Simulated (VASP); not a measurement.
MgSnO2:

```
Mg Sn O
1.0
     3.89500    0.00000    0.00000
     0.00000    3.89500    0.00000
     0.00000    0.00000    4.88600
Mg Sn O
1 1 2
Direct
  0.00000 0.00000 0.88846
  0.50000 0.50000 0.21122
  0.50000 0.00000 0.99018
  0.00000 0.50000 0.99018
```

The cell was built by a generator and needn't be a form met in nature.

* Program: VASP 6.6.1
* Task: relaxation of cell and atoms
* Functional: PBE
* Potentials or basis: VASP PAW PBE potentials, release 64 (Mg, Sn_d, O)
* Cutoff: 520 eV
* k mesh: 6 × 6 × 6
* Occupations: gaussian, width 0.03 eV
* Spin: no spin polarisation

At the start: pressure 0.4 GPa; volume 18.53 Å³/atom.

How do energy, volume and symmetry change on relaxing?

Over 13 steps the energy falls by 2.3 meV/atom and the volume is 19.54 Å³/atom (+5.4 %); space group P4mm (No. 99, to 0.05 Å).

The path:
| step | energy change (eV) | largest force (eV/Å) | pressure (GPa) | volume (Å³) |
| --- | --- | --- | --- | --- |
| 1 | 0.0000 | 0.1395 | 0.41 | 74.13 |
| 2 | -0.0020 | 0.0844 | -0.13 | 74.63 |
| 3 | -0.0020 | 0.0811 | -0.14 | 74.63 |
| 4 | -0.0030 | 0.0898 | 0.15 | 74.65 |
| 5 | -0.0033 | 0.0960 | 0.32 | 74.66 |
| 6 | -0.0042 | 0.0828 | 0.31 | 74.94 |
| 7 | -0.0065 | 0.0450 | 0.26 | 75.79 |
| 8 | -0.0088 | 0.0382 | 0.20 | 77.50 |
| 9 | -0.0089 | 0.0613 | 0.18 | 77.99 |
| 10 | -0.0081 | 0.1134 | -0.48 | 78.77 |
| 11 | -0.0090 | 0.0122 | -0.03 | 78.20 |
| 12 | -0.0090 | 0.0156 | -0.02 | 78.20 |
| 13 | -0.0090 | 0.0065 | 0.02 | 78.15 |

Final structure:
```xyz
4
Lattice="3.8973 0.0000 0.0000 0.0000 3.8973 0.0000 0.0000 0.0000 5.1449" Properties=species:S:1:pos:R:3 pbc="T T T"
Mg    0.0000    0.0000    4.6199
Sn    1.9487    1.9487    1.0449
O     1.9487    3.8973    5.0908
O     0.0000    1.9487    5.0908
```
